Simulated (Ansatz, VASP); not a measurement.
# ZnO (zincite): VASP beside Ansatz, part 2 of 2

Aim: how closely do two programs agree when they are given the same cell, functional and k mesh? The cell is taken from a series of runs on this material, whose earlier steps may have relaxed, scaled, displaced or heated it; both programs get it as it stands.

VASP 6.6.1 and Ansatz 0.2.0.

So far: The structure; VASP: relaxation of cell and atoms, RPBE, pair 1; Ansatz: relaxation of cell and atoms, RPBE, pair 1; Comparison.

## (5) VASP: relaxation of cell and atoms, RPBE, pair 2

Level of this step: RPBE; plane waves and PAW (Zn, O) (VASP).

The relaxed volume is the usual yardstick between codes: in a stiff, nearly cubic crystal its relative difference is about their pressure difference at one cell divided by the bulk modulus.

File INCAR:

```
SYSTEM = ZnO
PREC = Accurate
ENCUT = 600
EDIFF = 1E-07
NELM = 120
ISMEAR = 0
SIGMA = 0.01
LREAL = .FALSE.
ALGO = Normal
GGA = RP
NBANDS = 24
LORBIT = 11
LWAVE = .FALSE.
LCHARG = .FALSE.
ISIF = 3
IBRION = 2
NSW = 80
EDIFFG = -0.005
LASPH = .TRUE.
GGA_COMPAT = .FALSE.
NELMIN = 4
EFERMI = MIDGAP
KPAR = 2
```

File POSCAR:

```
ZnO
1.0
    3.3183250000      0.0000000000      0.0000000000
   -1.6591630000      2.8737540000      0.0000000000
    0.0000000000      0.0000000000      5.3535200000
Zn O
2 2
Direct
    0.3333334338      0.6666666667      0.4998671902
    0.6666668676      0.3333333333      0.9998671902
    0.6666668676      0.3333333333      0.3791428817
    0.3333334338      0.6666666667      0.8791428817
```

File KPOINTS:

```
Automatic mesh
0
Gamma
9 9 6
0 0 0
```

The projector-augmented-wave data sets are Zn and O (PBE family, release 64).

Launch:

```
> mpirun -np 2 vasp_std
```

Numbers of over 12 decimals in the logs are rounded to 6 here.

Output:

```text
[banner, memory and clock lines left out]
running    2 mpi-ranks, on    1 nodes
[...]
[... a notice as in an earlier step ...]

 LDA part: xc-table for (Slater+PW92), standard interpolation
 POSCAR, INCAR and KPOINTS ok, starting setup
[...]
entering main loop
       N       E                     dE             d eps       ncg     rms          rms(c)
DAV:   1     0.299568843456E+03    0.29957E+03   -0.20062E+04  2312   0.234E+03
DAV:   2     0.106735461943E+02   -0.28890E+03   -0.27350E+03  2520   0.441E+02
DAV:   3    -0.191757229925E+02   -0.29849E+02   -0.29585E+02  2640   0.145E+02
DAV:   4    -0.196646841702E+02   -0.48896E+00   -0.48872E+00  2672   0.198E+01
[...]
DAV:  15    -0.163803725763E+02   -0.18355E-06   -0.69002E-06  2520   0.243E-02    0.364E-03
DAV:  16    -0.163803723347E+02    0.24159E-06   -0.37754E-07  2528   0.665E-03    0.125E-03
DAV:  17    -0.163803722922E+02    0.42523E-07   -0.76736E-08  1744   0.335E-03
   1 F= -.16380372E+02 E0= -.16380372E+02  d E =-.163804E+02
[...]
DAV:   9    -0.163808605975E+02    0.13055E-07   -0.13415E-08  1256   0.119E-03
   2 F= -.16380861E+02 E0= -.16380861E+02  d E =-.488305E-03
 trial-energy change:   -0.000488  1 .order   -0.000523   -0.001650    0.000605
 step:   0.7131(harm=  0.7318)  dis= 0.00001  next Energy=   -16.380948 (dE=-0.576E-03)
[...]
N       E                     dE             d eps       ncg     rms          rms(c)
DAV:   1    -0.163828625533E+02   -0.20019E-02   -0.27189E-02  2744   0.309E+00    0.322E-01
DAV:   2    -0.163811482310E+02    0.17143E-02   -0.59271E-03  2840   0.158E+00    0.113E-01
DAV:   3    -0.163810017755E+02    0.14646E-03   -0.11030E-04  3104   0.308E-01    0.636E-02
DAV:   4    -0.163809461182E+02    0.55657E-04   -0.54556E-05  3472   0.120E-01    0.532E-03
DAV:   5    -0.163809471735E+02   -0.10553E-05   -0.15458E-05  2440   0.327E-02    0.270E-03
DAV:   6    -0.163809469936E+02    0.17984E-06   -0.40948E-07  2648   0.149E-02    0.836E-04
DAV:   7    -0.163809467354E+02    0.25825E-06   -0.13003E-07  1672   0.370E-03    0.215E-04
DAV:   8    -0.163809467525E+02   -0.17064E-07   -0.74437E-09  1176   0.793E-04
   3 F= -.16380947E+02 E0= -.16380947E+02  d E =-.574460E-03
[...]
reached required accuracy - stopping structural energy minimisation
```

OUTCAR, selected parts (step 5):

```text
  Total        0.0027264      0.0027264      0.0019435     -0.0000000     -0.0000000      0.0000000
  in kB        0.0850937      0.0850938      0.0606592     -0.0000000     -0.0000000      0.0000000
  external PRESSURE =       0.0769489 kB  Pullay stress =       0.0000000 kB

 POSITION                                       TOTAL-FORCE (eV/Angst)
 -----------------------------------------------------------------------------------
     -0.00000      1.91939      2.68086        -0.000000      0.000000     -0.000562
      1.66224      0.95969      5.36244        -0.000000      0.000000     -0.000562
      1.66224      0.95969      2.03341         0.000000     -0.000000      0.000562
     -0.00000      1.91939      4.71499        -0.000000      0.000000      0.000562
 -----------------------------------------------------------------------------------
    total drift:                               -0.000673      0.000045      0.000622

  FREE ENERGIE OF THE ION-ELECTRON SYSTEM (eV)
  ---------------------------------------------------
  free  energy   TOTEN  =       -16.3809467525 eV

  energy  without entropy=      -16.3809467525  energy(sigma->0) =      -16.38094675

[... 2 parts as in an earlier step ...]

[... 2 further parts left out ...]
[key lines of the parts left out:]
E-fermi :   1.1229
```

## (6) Ansatz: relaxation of cell and atoms, RPBE, pair 2

The same cell, functional and mesh now go to Ansatz, which takes its cutoff from its data sets.

The cell is taken from a series of runs on this material, whose earlier steps may have relaxed, scaled, displaced or heated it; both programs get it as it stands.

File input.yaml:

```yaml
crystal:
  lattice:
    - [3.3183252446, 0.0, 0.0]
    - [-1.6591626223, 2.8737539598, 0.0]
    - [0.0, 0.0, 5.3535198668]
  atoms:
    - { symbol: Zn, position: [0.3333333333, 0.6666666667, 0.4998671177] }
    - { symbol: Zn, position: [0.6666666667, 0.3333333333, -0.0001328823] }
    - { symbol: O, position: [0.6666666667, 0.3333333333, 0.3791428823] }
    - { symbol: O, position: [0.3333333333, 0.6666666667, 0.8791428823] }
kpoints:
  mp_grid: { grid: [9, 9, 6] }
hamiltonian:
  xc: rpbe
scf:
  occupations: { method: fixed }
output:
  forces: true
  stress: true
  eigenvalues: true
relax:
  adjacent_minimum: "off"
  f_tol: 0.001
  max_steps: 60
  cell: { stress_tol: 0.01 }
```

Launch:

```
> ansatz run input.yaml --threads 8 --pin off --max-ram 14336MiB --backend cpu --events-out ev --progress --plain --runs-dir out
```

Output:

```text
[...]
Crystal: 4 atoms, lattice volume = 51.051 Å³
Basis set: ecut = 420 eV, 989 PW (Γ), exchange–correlation on 48×48×72 points (8 copies of the dense FFT grid, shifted against one another)
Bands: 22, of which v1, the nominal top of the filled ones, is band 18 counted from 1 (17 counted from 0)
Symmetry: 12 space group operations
[...]
k-points: 48 of 486 (time reversal used)
[...]
--- Relaxed structure (3 steps of the walk, 3 accepted, 1 SCFs on fresh bases) ---
[...]
cell:  # Å, volume = 51.0512 Å³
    - [3.318353, 0, 0.0]
    - [-1.659176, 2.873778, 0]
    - [0, 0, 5.353410]
  atoms:
    - { symbol: Zn, position: [0.333333, 0.666667, 0.499838] }
    - { symbol: Zn, position: [0.666667, 0.333333, -0.000162095] }
    - { symbol: O, position: [0.666667, 0.333333, 0.379172] }
    - { symbol: O, position: [0.333333, 0.666667, 0.879172] }
[key lines of the parts left out:]
SCF converged after 7 iterations
Free energy (F): -7788.012172 eV
Fermi energy:    6.397556 eV
P = ⅓ Tr σ = 0.0034 GPa (0.034 kbar)
```

## (7) Side by side

What differs besides the data sets and the points named for the pairs above, as far as they apply: fixed occupations in Ansatz, narrow Gaussian smearing in VASP. Total energies have different zeros and are not compared.

The two programs side by side:

```csv
quantity,Ansatz,VASP,difference
volume (Å³),51.05,51.33,-0.55 %
"edge a after relaxation, in the typed setting (Å)",3.318,3.325,-0.18 %
"edge c after relaxation, in the typed setting (Å)",5.353,5.363,-0.18 %
```

## (8) VASP: zone-centre phonons, RPBE

Second derivatives magnify differences that forces hide, and they need a tight electronic threshold.

File INCAR:

```
SYSTEM = ZnO
PREC = Accurate
ENCUT = 600
EDIFF = 1E-08
NELM = 120
ISMEAR = 0
SIGMA = 0.01
LREAL = .FALSE.
ALGO = Normal
GGA = RP
NBANDS = 24
LORBIT = 11
LWAVE = .FALSE.
LCHARG = .FALSE.
ISIF = 2
IBRION = 8
LASPH = .TRUE.
GGA_COMPAT = .FALSE.
EFERMI = MIDGAP
KPAR = 2
```

File POSCAR:

```
ZnO
1.0
    3.3183528467      0.0000000000      0.0000000000
   -1.6591764234      2.8737778640      0.0000000000
    0.0000000000      0.0000000000      5.3534103841
Zn O
2 2
Direct
    0.3333333333      0.6666666667      0.4998379049
    0.6666666667      0.3333333333      0.9998379049
    0.6666666667      0.3333333333      0.3791720951
    0.3333333333      0.6666666667      0.8791720951
```

KPOINTS is that of step 5.

Launch:

```
> mpirun -np 2 vasp_std
```

Output:

```text
[... set-up lines as in an earlier step ...]
 entering main loop
       N       E                     dE             d eps       ncg     rms          rms(c)
DAV:   1     0.299570444201E+03    0.29957E+03   -0.20062E+04  2312   0.234E+03
DAV:   2     0.106752343350E+02   -0.28890E+03   -0.27350E+03  2520   0.441E+02
DAV:   3    -0.191755997673E+02   -0.29851E+02   -0.29586E+02  2640   0.145E+02
DAV:   4    -0.196646681159E+02   -0.48907E+00   -0.48883E+00  2672   0.198E+01
[...]
DAV:  16    -0.163803705775E+02    0.23821E-06   -0.35423E-07  2888   0.640E-03    0.134E-03
DAV:  17    -0.163803705347E+02    0.42816E-07   -0.75889E-08  2472   0.250E-03    0.378E-04
DAV:  18    -0.163803705435E+02   -0.88257E-08   -0.20116E-09  1624   0.715E-04
   1 F= -.16380371E+02 E0= -.16380371E+02  d E =0.000000E+00
 Linear response reoptimize wavefunctions to high precision
DAV:   1    -0.163803705714E+02   -0.27870E-07   -0.56279E-09  2040   0.101E-03
DAV:   2    -0.163803705715E+02   -0.10368E-09   -0.53152E-10  1312   0.177E-04
[...]
RMM:   9    -0.361371555144E+00    0.10735E-06   -0.13090E-09 21004   0.141E-04    0.332E-05
RMM:  10    -0.361371457384E+00    0.97760E-07   -0.96550E-10 20571   0.787E-05    0.814E-06
RMM:  11    -0.361371452050E+00    0.53341E-08   -0.30584E-09 20916   0.260E-05    0.360E-06
 first order change of Fermi-energy  -0.28607E-01
 force on displaced ion       3 direction 1 :  -6.752  -0.000   0.000
 Linear response progress:
  Degree of freedom:   4/  4
       N       E                     dE             d eps       ncg     rms          rms(c)
RMM:   1    -0.383226534067E+00   -0.38323E+00    0.57398E-01  6491   0.400E+00
RMM:   2    -0.375173410329E+00    0.80531E-02   -0.99690E-03  4214   0.996E-01    0.248E-01
RMM:   3    -0.376396390967E+00   -0.12230E-02   -0.10640E-03  4472   0.246E-01    0.127E-01
RMM:   4    -0.377756537287E+00   -0.13601E-02   -0.36184E-04  4373   0.119E-01    0.290E-02
[...]
RMM:  12    -0.377848710702E+00   -0.32903E-07    0.35334E-09  5223   0.246E-05    0.358E-06
RMM:  13    -0.377848746289E+00   -0.35587E-07    0.10997E-09  4925   0.133E-05    0.121E-06
RMM:  14    -0.377848737873E+00    0.84157E-08    0.15503E-10  4361   0.545E-06    0.310E-07
 first order change of Fermi-energy   0.10891E+00
 force on displaced ion       3 direction 3 :  -0.000   0.000  -9.818
 Linear response finished
```

OUTCAR, selected parts (step 8):

```text
  Total        0.2168252      0.2168252      0.2058754     -0.0000000      0.0000000      0.0000000
  in kB        6.8047790      6.8047790      6.4611334     -0.0000000      0.0000000      0.0000000
  external PRESSURE =       6.6902305 kB  Pullay stress =       0.0000000 kB

 POSITION                                       TOTAL-FORCE (eV/Angst)
 -----------------------------------------------------------------------------------
     -0.00000      1.91585      2.67584         0.000000      0.000000      0.001299
      1.65918      0.95793      5.35254         0.000000     -0.000000      0.001299
      1.65918      0.95793      2.02986        -0.000000      0.000000     -0.001299
     -0.00000      1.91585      4.70657        -0.000000     -0.000000     -0.001299
 -----------------------------------------------------------------------------------
    total drift:                                0.000000      0.000000      0.000488

[... 1 part as in an earlier step ...]

[... 1 further part left out ...]
```

## (9) Ansatz: zone-centre phonons, RPBE

The same cell, functional and mesh now go to Ansatz, which takes its cutoff from its data sets.

The cell is taken from a series of runs on this material, whose earlier steps may have relaxed, scaled, displaced or heated it; both programs get it as it stands.

File input.yaml:

```yaml
crystal:
  lattice:
    - [3.3183528467, 0.0, 0.0]
    - [-1.6591764234, 2.873777864, 0.0]
    - [0.0, 0.0, 5.3534103841]
  atoms:
    - { symbol: Zn, position: [0.3333333333, 0.6666666667, 0.4998379049] }
    - { symbol: Zn, position: [0.6666666667, 0.3333333333, -0.0001620951] }
    - { symbol: O, position: [0.6666666667, 0.3333333333, 0.3791720951] }
    - { symbol: O, position: [0.3333333333, 0.6666666667, 0.8791720951] }
kpoints:
  mp_grid: { grid: [9, 9, 6] }
hamiltonian:
  xc: rpbe
scf:
  occupations: { method: fixed }
output:
  eigenvalues: true
phonons:
  method: dfpt
```

Launch:

```
> ansatz run input.yaml --threads 8 --pin off --max-ram 14336MiB --backend cpu --events-out ev --progress --plain --runs-dir out
```

Output:

```text
[...]
Crystal: 4 atoms, lattice volume = 51.051 Å³
Basis set: ecut = 420 eV, 989 PW (Γ), exchange–correlation on 48×48×72 points (8 copies of the dense FFT grid, shifted against one another)
Bands: 22, of which v1, the nominal top of the filled ones, is band 18 counted from 1 (17 counted from 0)
Symmetry: 12 space group operations
k-points: 140 of 486 (irreducible under 2 space group operations, time reversal used)
[...]
ASR residual: 5.397e-5 → 0.000e0 eV/Å²; symmetrization residual: 9.096e-6 eV/Å²
  ASR residual per site (eV/Å²): 1.24e-5 1.24e-5 5.40e-5 5.40e-5
  Γ frequencies (cm⁻¹): 0.00 0.00 0.00 91.46 91.46 237.41 323.64 344.89 344.89 374.07 374.07 491.25
  non-analytic LO–TO correction: not included (Born effective charges unavailable; polar crystals: no LO–TO splitting at Γ)
[key lines of the parts left out:]
SCF converged after 10 iterations
Free energy (F): -7788.012172 eV
Fermi energy:    6.397556 eV
```

## (10) Differences

The two programs side by side:

```csv
quantity,Ansatz,VASP,difference
optical mode 1 to 2 (cm⁻¹),91.5,90.5,+1.03 %
optical mode 3 (cm⁻¹),237.4,239.7,-0.95 %
optical mode 4 (cm⁻¹),323.6,333.2,-2.88 %
optical mode 5 to 6 (cm⁻¹),344.9,354.0,-2.58 %
optical mode 7 to 8 (cm⁻¹),374.1,383.8,-2.54 %
optical mode 9 (cm⁻¹),491.2,496.5,-1.06 %
```

Modes are paired by rising frequency, not by their patterns, so a pair may set unlike modes beside each other; they are those without the splitting of longitudinal modes.

## (11) What came out

```json
{
 "difference in volume (relaxation of cell and atoms, RPBE, pair 1)": "-0.54 %",
 "difference in volume (relaxation of cell and atoms, RPBE, pair 2)": "-0.55 %",
 "r.m.s. difference of the optical zone-centre modes, each program's sorted by frequency (zone-centre phonons, RPBE)": "7.3 cm⁻¹",
 "difference in optical mode 4 (zone-centre phonons, RPBE)": "-2.9 %"
}
```

**Reading.** The difference in volume is -0.55 % (relaxation of cell and atoms, RPBE, pair 2), within the 1.2 % picked in this series as the mark of a large difference, as far as the stopping tolerances let one tell. Among the rows given in per cent, the largest difference of the zone-centre phonons, RPBE pair is in optical mode 4, -2.9 %. 1 further run of this series is not shown here. Such differences can come from data sets, numerical settings and the points named under the comparisons, not from the functional's error against experiment.

[Lines on the potential files, build, host, timing and source positions are cut from VASP's logs without a mark.]

[Logs are printed without paths, hosts, clocks, repeated set-up lines and the standing remarks that a program may print on its own settings, such as how far it seeks lower states.]

[Hosts, paths, dates, database ids (printed as entryN), source tags and the programs' standing remarks are cut or masked in the printed files.]
